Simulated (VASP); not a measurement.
A convergence study with VASP on Cr (bcc, AFM order): one setting is varied, all else stays as given below, so the limit is that of these other settings. Each run relaxes cell and ions from the cell shown. The basis is that of the starting cell, so low cut-offs carry a Pulay error.

```yaml
crystal:
  lattice:
    - [2.88000, 0.00000, 0.00000]
    - [0.00000, 2.88000, 0.00000]
    - [0.00000, 0.00000, 2.88000]
  atoms:
    - { symbol: Cr, position: [0.00000, 0.00000, 0.00000], spin: 1.5 }
    - { symbol: Cr, position: [0.50000, 0.50000, 0.50000], spin: -1.5 }
```

Computed with PBE GGA, VASP's PBE PAW potentials (set 64) (plane waves; VASP 6.6.1). The tightest run used: 700 eV cut-off, 10×10×10 Γ-centred mesh, first-order Methfessel-Paxton smearing of 0.10 eV, potentials Cr_pv.

| setting | relaxed volume (Å³/atom) | E (eV/atom) | plane waves |
|---|---|---|---|
| ENCUT = 250 | 10.939 | -9.5509 | 228 |
| ENCUT = 300 | 11.733 | -9.5358 | 300 |
| ENCUT = 350 | 11.723 | -9.5331 | 370 |
| ENCUT = 400 | 11.684 | -9.5294 | 461 |

Task: These are the cheaper rows. Estimate the results at ENCUT = 700, and how far the last row shown lies from them.

Result: 
| quantity | tightest run | last row shown is off by |
|---|---|---|
| relaxed volume (Å³/atom) | 11.779 | -0.095 |
| E (eV/atom) | -9.5295 | 0.0001 |

Left out are rungs that failed or repeat a setting and relaxations that didn't move; long series are thinned to 24 rows.

The compound is Cr in the bcc, AFM order structure.
